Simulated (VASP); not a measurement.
Runs of VASP 6.6.1 on SnO. It takes space group P4/nmm (No. 129, tetragonal). The conventional cell has a = 3.835 Å, b = 3.835 Å, c = 4.728 Å, α = 90.00°, β = 90.00°, γ = 90.00°. Sn (site symmetry 4mm) is surrounded by 4 O at 2.24 Å. O (site symmetry -4m2) is surrounded by 4 Sn at 2.24 Å. 

```tsv
task	level	spin	cell	k mesh	cutoff (eV)	grid for exact exchange (PRECFOCK)	screening parameter	mesh quality	gap on the mesh (eV)	pressure (GPa)	largest force (eV/Å)
band structure	PBE+D3(BJ)	SOC, no magnetisation	as given	6 × 6 × 4	520	-	-	not flagged	-	0.0	0.02
band structure	PBE+D3(BJ)	off	as given	8 × 8 × 6	520	-	-	not flagged	-	(b)	-
relaxation of cell and atoms	PBE+D3(BJ)	off	relaxed	8 × 8 × 6	600	-	-	not flagged	none	0.0	-
band structure	HSE06	SOC, no magnetisation	as given	4 × 4 × 4	520	Fast	0.2 1/A	coarse	-	(a)	(c)
band structure	r2SCAN	off	as given	8 × 8 × 6	520	-	-	not flagged	0.03	-1.6	0.49
```

Alike in all rows: potentials or basis VASP PAW PBE potentials, release 64 (Sn_d, O); smearing gaussian 0.03 eV.

Q: Fill in the values left out.

A: (a) -2.2; (b) 0.1; (c) 0.66.

Caveats: some runs use coarse meshes; spin-orbit coupling is left out, which moves the levels of the heavy elements (some runs); pairwise dispersion overbinds metals, which lowers pressure and volume (some runs); the PAW data sets were made with another functional, which shifts forces and pressure a little (some runs); the relaxation stopped at its first step, so nothing moved (some runs).

A k mesh can miss the band edges, and rows without SOC leave out spin-orbit coupling on Sn.

A gap of «none» marks a metal or a gap under the smearing width.
